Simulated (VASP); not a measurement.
Energy against volume of Pb (fcc). Level of theory: AM05 GGA, VASP's PBE PAW potentials (set 64) (plane waves; VASP). Run with 520 eV cut-off, 13×13×13 Γ-centred mesh, first-order Methfessel-Paxton smearing of 0.10 eV, potentials Pb_d.

| V (Å³/atom) | E (eV/atom) |
|---|---|
| 28.317 | -3.67305 |
| 29.220 | -3.68696 |
| 30.124 | -3.69177 |
| 31.028 | -3.68866 |

Question: Fit these four points and predict the energy of the run at 31.931 Å³/atom.

Answer: A cubic in V^(−2/3), the third-order Birch-Murnaghan form, passes through the four points with V0 = 30.20 Å³/atom and B0 = 46 GPa, and gives -3.6787 eV/atom there. The run gave -3.6792 eV/atom, -0.5 meV/atom from the fit; all five points give B0 = 45 GPa.

The compound is Pb in the fcc structure. It was relaxed first.
